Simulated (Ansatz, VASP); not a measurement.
## Cross-check of AlNi between VASP and Ansatz

One calculation is typed for both programs; each brings its own data sets. How far apart do they land? The cell is taken from a series of runs on this material, whose earlier steps may have relaxed, scaled, displaced or heated it; both programs get it as it stands.

Method: plane waves, with VASP 6.6.1 beside it; zone-centre phonons at PBEsol, in Ansatz 0.2.0.

## Step 1: Starting point

Symmetry: P4/mmm, No. 123, tetragonal system. The conventional cell has a = 2.948 Å, b = 2.948 Å, c = 2.765 Å, α = 90.00°, β = 90.00°, γ = 90.00°. Nearest to Al lie 8 Ni at 2.50 Å and 2 Al at 2.77 Å. Nearest to Ni lie 8 Al at 2.50 Å and 2 Ni at 2.77 Å. Farther neighbours are not listed.

## Step 2: VASP: zone-centre phonons, PBEsol

Second derivatives magnify differences that forces hide, and they need a tight electronic threshold.

Lines of VASP's logs that name or quote its potential files are left out, and so is its time.

INCAR reads:

```
SYSTEM = AlNi
PREC = Accurate
ENCUT = 600
EDIFF = 1E-08
NELM = 120
ISMEAR = 1
SIGMA = 0.2
LREAL = .FALSE.
ALGO = Normal
GGA = PS
NBANDS = 12
LASPH = .TRUE.
LORBIT = 11
LWAVE = .FALSE.
LCHARG = .FALSE.
ISIF = 2
IBRION = 8
GGA_COMPAT = .FALSE.
KPAR = 2
```

POSCAR reads:

```
AlNi
1.0
    2.9475912501      0.0000000000      0.0000000000
    0.0000000000      2.9475912501      0.0000000000
    0.0000000000      0.0000000000      2.7651697374
Al Ni
1 1
Direct
    0.0000000000      0.0000000000      0.0000000000
    0.5000000000      0.5000000000      0.5000000000
```

KPOINTS reads:

```
Automatic mesh
0
Gamma
16 16 16
0 0 0
```

Potentials, in the order of the species: Al and Ni (PBE family, release 64).

Started as:

```console
mpirun -np 2 vasp_std
```

Numbers of over 12 decimals in the logs are rounded to 6 here.

Log:

```text
[banner, memory and clock lines left out]
running    2 mpi-ranks, on    1 nodes
 distrk:  each k-point on    1 cores,    2 groups
 distr:  one band on    1 cores,    1 groups

 POSCAR found type information on POSCAR AlNi
 POSCAR found :  2 types and       2 ions
|                                                                             |
|               ----> ADVICE to this user running VASP <----                  |
|                                                                             |
|     You enforced a specific xc type in the INCAR file but a different       |
|     [... a line on the potential file left out ...]
|     I HOPE YOU KNOW WHAT YOU ARE DOING!                                     |
|                                                                             |

 LDA part: xc-table for (Slater+PW92), standard interpolation
 POSCAR, INCAR and KPOINTS ok, starting setup
 FFT: planning ... GRIDC
 FFT: planning ... GRID_SOFT
 FFT: planning ... GRID
 WAVECAR not read
 entering main loop
       N       E                     dE             d eps       ncg     rms          rms(c)
DAV:   1     0.440384235539E+02    0.44038E+02   -0.61041E+03  9776   0.127E+03
DAV:   2    -0.113951270741E+02   -0.55434E+02   -0.51197E+02  9932   0.206E+02
DAV:   3    -0.131759836043E+02   -0.17809E+01   -0.17583E+01 11856   0.434E+01
DAV:   4    -0.132011519623E+02   -0.25168E-01   -0.25159E-01 10932   0.466E+00
DAV:   5    -0.132018942070E+02   -0.74224E-03   -0.74222E-03 11812   0.886E-01    0.128E+01
DAV:   6    -0.154559708865E+02   -0.22541E+01   -0.56615E+01 10816   0.119E+02    0.169E+01
DAV:   7    -0.115969202366E+02    0.38591E+01   -0.16205E+01 10956   0.704E+01    0.127E+00
DAV:   8    -0.115760953653E+02    0.20825E-01   -0.42820E-01 11908   0.781E+00    0.991E-01
DAV:   9    -0.115616279512E+02    0.14467E-01   -0.47920E-02 11796   0.311E+00    0.225E-01
DAV:  10    -0.115610609596E+02    0.56699E-03   -0.19989E-03 12572   0.659E-01    0.875E-02
DAV:  11    -0.115610525320E+02    0.84276E-05   -0.74228E-05 12896   0.982E-02    0.196E-02
DAV:  12    -0.115610512979E+02    0.12342E-05   -0.44780E-06 12724   0.317E-02    0.459E-03
DAV:  13    -0.115610509075E+02    0.39040E-06   -0.25314E-07 13852   0.746E-03    0.102E-03
DAV:  14    -0.115610508914E+02    0.16050E-07   -0.24967E-08  6844   0.222E-03    0.647E-04
DAV:  15    -0.115610509043E+02   -0.12914E-07   -0.52899E-09  5672   0.130E-03    0.128E-04
DAV:  16    -0.115610509079E+02   -0.35704E-08   -0.53403E-10  5360   0.249E-04
   1 F= -.11561051E+02 E0= -.11561009E+02  d E =-.125570E-03
 Linear response reoptimize wavefunctions to high precision
DAV:   1    -0.115610509108E+02   -0.28526E-08   -0.40999E-10  5824   0.331E-04
DAV:   2    -0.115610509108E+02   -0.15234E-10   -0.38728E-11  5264   0.621E-05
 Linear response DOF=           4
 Linear response progress:
  Degree of freedom:   1/  4
       N       E                     dE             d eps       ncg     rms          rms(c)
RMM:   1    -0.612865386271E-02   -0.61287E-02    0.46257E-03 39169   0.663E-01
RMM:   2    -0.581045486010E-02    0.31820E-03   -0.78787E-05 26418   0.242E-01    0.609E-02
RMM:   3    -0.580229812053E-02    0.81567E-05   -0.11930E-04 28522   0.865E-02    0.298E-02
RMM:   4    -0.587617069353E-02   -0.73873E-04   -0.45755E-05 28491   0.510E-02    0.626E-03
RMM:   5    -0.588104492689E-02   -0.48742E-05   -0.26249E-06 28911   0.122E-02    0.153E-03
RMM:   6    -0.588112708195E-02   -0.82155E-07   -0.12047E-07 28557   0.292E-03    0.907E-04
RMM:   7    -0.588107037901E-02    0.56703E-07   -0.17761E-08 27068   0.136E-03    0.717E-04
RMM:   8    -0.588097633595E-02    0.94043E-07   -0.31181E-09 30094   0.446E-04    0.207E-04
RMM:   9    -0.588125150252E-02   -0.27517E-06   -0.34579E-10 30377   0.142E-04    0.126E-05
RMM:  10    -0.588121947430E-02    0.32028E-07   -0.95189E-11 30580   0.474E-05    0.686E-06
RMM:  11    -0.588123959690E-02   -0.20123E-07   -0.11754E-10 30485   0.201E-05    0.167E-06
RMM:  12    -0.588123622901E-02    0.33679E-08   -0.59487E-11 30370   0.837E-06    0.120E-06
 first order change of Fermi-energy   0.34578E-04
 force on displaced ion       1 direction 1 :  -5.622   0.000   0.000
 Linear response progress:
  Degree of freedom:   2/  4
       N       E                     dE             d eps       ncg     rms          rms(c)
RMM:   1    -0.499640347919E-02   -0.49964E-02    0.11350E-04 21468   0.556E-01
RMM:   2    -0.477347821557E-02    0.22293E-03   -0.14853E-04 14902   0.194E-01    0.507E-02
RMM:   3    -0.477593332221E-02   -0.24551E-05   -0.67498E-05 15836   0.649E-02    0.267E-02
RMM:   4    -0.483752180282E-02   -0.61588E-04   -0.26987E-05 15758   0.401E-02    0.536E-03
RMM:   5    -0.484294671303E-02   -0.54249E-05   -0.14395E-06 16140   0.952E-03    0.199E-03
RMM:   6    -0.484344654517E-02   -0.49983E-06   -0.59588E-08 14457   0.400E-03    0.122E-03
RMM:   7    -0.484343839957E-02    0.81456E-08   -0.23366E-08 14248   0.238E-03    0.381E-04
 first order change of Fermi-energy  -0.24735E-03
 force on displaced ion       1 direction 3 :  -0.000   0.000  -5.530
 Linear response progress:
  Degree of freedom:   3/  4
       N       E                     dE             d eps       ncg     rms          rms(c)
RMM:   1    -0.187350836471E+00   -0.18735E+00   -0.10107E-01 25897   0.266E+00
RMM:   2    -0.185756204360E+00    0.15946E-02   -0.16507E-03 25809   0.503E-01    0.132E-01
RMM:   3    -0.185791700837E+00   -0.35496E-04   -0.13033E-04 27751   0.968E-02    0.779E-02
RMM:   4    -0.186244176269E+00   -0.45248E-03   -0.17440E-04 29715   0.102E-01    0.536E-03
RMM:   5    -0.186222085793E+00    0.22090E-04   -0.33303E-06 30371   0.190E-02    0.328E-03
RMM:   6    -0.186215504926E+00    0.65809E-05   -0.23883E-07 27855   0.585E-03    0.237E-03
RMM:   7    -0.186205167352E+00    0.10338E-04   -0.11184E-07 29216   0.384E-03    0.498E-04
RMM:   8    -0.186199790458E+00    0.53769E-05   -0.10613E-08 31167   0.876E-04    0.940E-05
RMM:   9    -0.186199060213E+00    0.73024E-06   -0.24279E-09 31482   0.214E-04    0.244E-05
RMM:  10    -0.186198840585E+00    0.21963E-06   -0.16230E-09 32134   0.618E-05    0.115E-05
RMM:  11    -0.186198888176E+00   -0.47590E-07   -0.16758E-09 31731   0.309E-05    0.228E-06
RMM:  12    -0.186198886654E+00    0.15215E-08   -0.16927E-09 32371   0.176E-05    0.725E-07
 first order change of Fermi-energy   0.54121E-03
 force on displaced ion       2 direction 1 :  -5.627   0.000   0.000
 Linear response progress:
  Degree of freedom:   4/  4
       N       E                     dE             d eps       ncg     rms          rms(c)
RMM:   1    -0.184387016489E+00   -0.18439E+00   -0.96745E-02 14414   0.266E+00
RMM:   2    -0.183336102206E+00    0.10509E-02   -0.16792E-03 14393   0.481E-01    0.124E-01
RMM:   3    -0.183265065053E+00    0.71037E-04   -0.12222E-04 15368   0.966E-02    0.739E-02
RMM:   4    -0.183580828040E+00   -0.31576E-03   -0.19971E-04 16333   0.112E-01    0.679E-03
RMM:   5    -0.183573637637E+00    0.71904E-05   -0.39303E-06 16706   0.215E-02    0.478E-03
RMM:   6    -0.183562750381E+00    0.10887E-04   -0.16233E-07 15252   0.488E-03    0.306E-03
RMM:   7    -0.183551534804E+00    0.11216E-04   -0.82477E-08 14326   0.338E-03    0.496E-04
RMM:   8    -0.183547023771E+00    0.45110E-05   -0.23832E-08 17270   0.123E-03    0.185E-04
RMM:   9    -0.183545849242E+00    0.11745E-05   -0.89972E-09 16839   0.602E-04    0.765E-05
RMM:  10    -0.183545940869E+00   -0.91627E-07   -0.33829E-09 17041   0.222E-04    0.271E-05
RMM:  11    -0.183545652289E+00    0.28858E-06   -0.26464E-09 17694   0.688E-05    0.631E-06
RMM:  12    -0.183545656747E+00   -0.44585E-08   -0.26189E-09 17707   0.334E-05    0.138E-06
 first order change of Fermi-energy   0.26932E-02
 force on displaced ion       2 direction 3 :   0.000   0.000  -5.562
 Linear response finished
```

OUTCAR, selected parts (step 2):

```text
ion  position               nearest neighbor table
   1  0.000  0.000  0.000-   2 2.50   2 2.50   2 2.50   2 2.50   2 2.50   2 2.50   2 2.50   2 2.50

  LATTYP: Found a simple tetragonal cell.
 ALAT       =     2.9475912501
 C/A-ratio  =     0.9381116657

 Subroutine GETGRP returns: Found 16 space group operations
 (whereof 16 operations were pure point group operations)

The static configuration has the point symmetry D_4h.

 Found    405 irreducible k-points:

   k-points           NKPTS =    405   k-points in BZ     NKDIM =    405   number of bands    NBANDS=     12

   dimension x,y,z NGX =    24 NGY =   24 NGZ =   24
   dimension x,y,z NGXF=    48 NGYF=   48 NGZF=   48

   ENCUT  =  600.0 eV  44.10 Ry    6.64 a.u.   5.89  5.89  5.52*2*pi/ulx,y,z

   NELECT =      13.0000    total number of electrons

 k-points in reciprocal lattice and weights: Automatic mesh
   0.00000000  0.00000000  0.00000000       0.000
   0.06250000  0.00000000  0.00000000       0.001
   0.12500000  0.00000000  0.00000000       0.001
   0.18750000  0.00000000  0.00000000       0.001
   0.25000000  0.00000000  0.00000000       0.001
   0.31250000  0.00000000  0.00000000       0.001
   0.37500000  0.00000000  0.00000000       0.001
   0.43750000  0.00000000  0.00000000       0.001
   0.50000000  0.00000000  0.00000000       0.000
[...]
0.50000000  0.43750000  0.50000000       0.001
   0.50000000  0.50000000  0.50000000       0.000

 average (electrostatic) potential at core
       1 -69.8890       2 -81.3809

  Total       -0.8370626     -0.8370626      0.0363213      0.0000000     -0.0000000      0.0000000
  in kB      -55.8228788    -55.8228788      2.4222283      0.0000000     -0.0000000      0.0000000
  external PRESSURE =     -36.4078431 kB  Pullay stress =       0.0000000 kB

  energy-cutoff  :      600.00
  volume of cell :       24.02
      direct lattice vectors                 reciprocal lattice vectors
     2.947591250  0.000000000  0.000000000     0.339260065  0.000000000  0.000000000
     0.000000000  2.947591250  0.000000000     0.000000000  0.339260065  0.000000000
     0.000000000  0.000000000  2.765169737     0.000000000  0.000000000  0.361641452

 POSITION                                       TOTAL-FORCE (eV/Angst)
 -----------------------------------------------------------------------------------
      0.00000      0.00000      0.00000         0.000000      0.000000      0.000000
      1.47380      1.47380      1.38258         0.000000      0.000000      0.000000
 -----------------------------------------------------------------------------------
    total drift:                                0.000000     -0.000000     -0.000000

 Eigenvectors and eigenvalues of the dynamical matrix
 ----------------------------------------------------

   1 f  =    8.623147 THz    54.180829 2PiTHz  287.637214 cm-1    35.662453 meV
             X         Y         Z           dx          dy          dz
      0.000000  0.000000  0.000000    -0.000000   -0.827586   -0.000000
      1.473796  1.473796  1.382585     0.000000    0.561339    0.000000

   2 f  =    8.623147 THz    54.180829 2PiTHz  287.637214 cm-1    35.662453 meV
             X         Y         Z           dx          dy          dz
      0.000000  0.000000  0.000000     0.827586   -0.000000   -0.000000
      1.473796  1.473796  1.382585    -0.561339   -0.000000    0.000000

   3 f  =    8.558814 THz    53.776612 2PiTHz  285.491294 cm-1    35.396393 meV
             X         Y         Z           dx          dy          dz
      0.000000  0.000000  0.000000     0.000000   -0.000000    0.826945
      1.473796  1.473796  1.382585     0.000000    0.000000   -0.562282

   4 f/i=    0.001527 THz     0.009593 2PiTHz    0.050927 cm-1     0.006314 meV
             X         Y         Z           dx          dy          dz
      0.000000  0.000000  0.000000     0.317106    0.463190    0.000000
      1.473796  1.473796  1.382585     0.467512    0.682884    0.000000

   5 f/i=    0.001527 THz     0.009593 2PiTHz    0.050927 cm-1     0.006314 meV
             X         Y         Z           dx          dy          dz
      0.000000  0.000000  0.000000     0.463190   -0.317106   -0.000000
      1.473796  1.473796  1.382585     0.682884   -0.467512    0.000000

   6 f/i=    0.011270 THz     0.070811 2PiTHz    0.375923 cm-1     0.046609 meV
             X         Y         Z           dx          dy          dz
      0.000000  0.000000  0.000000     0.000000    0.000000   -0.562282
      1.473796  1.473796  1.382585     0.000000    0.000000   -0.826945

 ELASTIC MODULI CONTR FROM IONIC RELAXATION (kBar)
 Direction    XX          YY          ZZ          XY          YZ          ZX
 --------------------------------------------------------------------------------
 XX           0.0000      0.0000      0.0000      0.0000      0.0000      0.0000
 YY           0.0000      0.0000      0.0000      0.0000      0.0000      0.0000
 ZZ           0.0000      0.0000      0.0000      0.0000      0.0000      0.0000
 XY           0.0000      0.0000      0.0000      0.0000      0.0000      0.0000
 YZ           0.0000      0.0000      0.0000      0.0000      0.0000      0.0000
 ZX           0.0000      0.0000      0.0000      0.0000      0.0000      0.0000
 --------------------------------------------------------------------------------
```

This run has no spin polarisation, so a moment on Ni, if there is one, isn't seen. Its electron count is odd, so without a moment it is a metal by construction.

(Part 1 of 2 ends here.)

[Lines on the potential files, build, host, timing and source positions are cut from VASP's logs without a mark.]

[Logs are printed without paths, hosts, clocks, repeated set-up lines and the standing remarks that a program may print on its own settings, such as how far it seeks lower states.]

[Hosts, paths, dates, database ids (printed as entryN), source tags and the programs' standing remarks are cut or masked in the printed files.]
